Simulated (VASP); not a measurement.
Calculation: PBEsol GGA, VASP's PBE PAW potentials (set 64) (plane waves; VASP).

VASP input:

### KPOINTS
```
K-points
0
gamma
  6 6 1
0 0 0
```

INCAR:
```
ISMEAR = 1
ALGO = Normal   # blocked Davidson
EDIFF = 1E-6
SYSTEM = K(100) slab
PREC = Normal
LVHAR = T
LWAVE = F
DIPOL = 0.5 0.5 0.5
SIGMA = 0.1   # width (eV)
IDIPOL = 3
NELM = 100   # most electronic steps
GGA = PS
LORBIT = 11
ENCUT = 400   # plane-wave cut-off (eV)
LCHARG = F
LREAL = F   # projection in real space or not
NELMIN = 4
LDIPOL = T
LASPH = T   # aspherical one-centre terms
```

**POSCAR**
```
K(100) slab
1
    5.2096860882     0.0000000000     0.0000000000
    0.0000000000     5.2096860882     0.0000000000
    0.0000000000     0.0000000000    25.2196167451
K
4
Direct
  0.5000000000   0.0000000000   0.3433980250
  0.0000000000   0.5000000000   0.4495117167
  0.5000000000   0.0000000000   0.5504882833
  0.0000000000   0.5000000000   0.6566019750
```

POTCAR, in this order: K_sv (PBE.64 set). Program: vasp_std. Read from the step before: WAVECAR.

Output of the run:

File OSZICAR:
```
       N       E                     dE             d eps       ncg     rms          rms(c)
DAV:   1    -0.409279062765E+01   -0.40928E+01   -0.51775E-04   494   0.189E-01    0.220E-02
DAV:   2    -0.409276836603E+01    0.22262E-04   -0.11134E-04   474   0.650E-02    0.110E-02
DAV:   3    -0.409276386688E+01    0.44992E-05   -0.28753E-05   506   0.419E-02    0.232E-03
DAV:   4    -0.409276424450E+01   -0.37761E-06   -0.25710E-06   400   0.116E-02
   1 F= -.40927642E+01 E0= -.40917387E+01  d E =-.307668E-02
```

**OUTCAR**
```
------------------------ aborting loop because EDIFF is reached ----------------------------------------
  FORCE on cell =-STRESS in cart. coord.  units (eV):
  Direction    XX          YY          ZZ          XY          YZ          ZX
  --------------------------------------------------------------------------------------
  Total       -0.6936176     -0.6936176      0.1709727      0.0000000      0.0000000      0.0000000
  in kB       -1.6235627     -1.6235627      0.4001988      0.0000000      0.0000000      0.0000000
  external PRESSURE =      -0.9489755 kB  Pullay stress =       0.0000000 kB
  volume of cell :      684.48
      direct lattice vectors                 reciprocal lattice vectors
     5.209686088  0.000000000  0.000000000     0.191950145  0.000000000  0.000000000
     0.000000000  5.209686088  0.000000000     0.000000000  0.191950145  0.000000000
     0.000000000  0.000000000 25.219616745     0.000000000  0.000000000  0.039651673
 POSITION                                       TOTAL-FORCE (eV/Angst)
 -----------------------------------------------------------------------------------
      2.60484      0.00000      8.66037         0.000000      0.000000     -0.023619
      0.00000      2.60484     11.33651        -0.000000      0.000000     -0.000104
      2.60484      0.00000     13.88310         0.000000      0.000000      0.000104
      0.00000      2.60484     16.55925        -0.000000      0.000000      0.023619
 -----------------------------------------------------------------------------------
    total drift:                                0.000000      0.000000      0.000000
  FREE ENERGIE OF THE ION-ELECTRON SYSTEM (eV)
  ---------------------------------------------------
  free  energy   TOTEN  =        -4.0927642445 eV

  energy  without entropy=       -4.0896875639  energy(sigma->0) =       -4.09173868

 total charge

# of ion       s       p       d       tot
------------------------------------------
    1        1.979   5.541   0.004   7.523
    2        1.979   5.545   0.005   7.529
    3        1.979   5.545   0.005   7.529
    4        1.979   5.541   0.004   7.523
--------------------------------------------------
tot          7.916  22.172   0.017  30.104
```
(Selected blocks of OUTCAR.)

The cell is a thin slab with vacuum, built from K (bcc): (100) face.
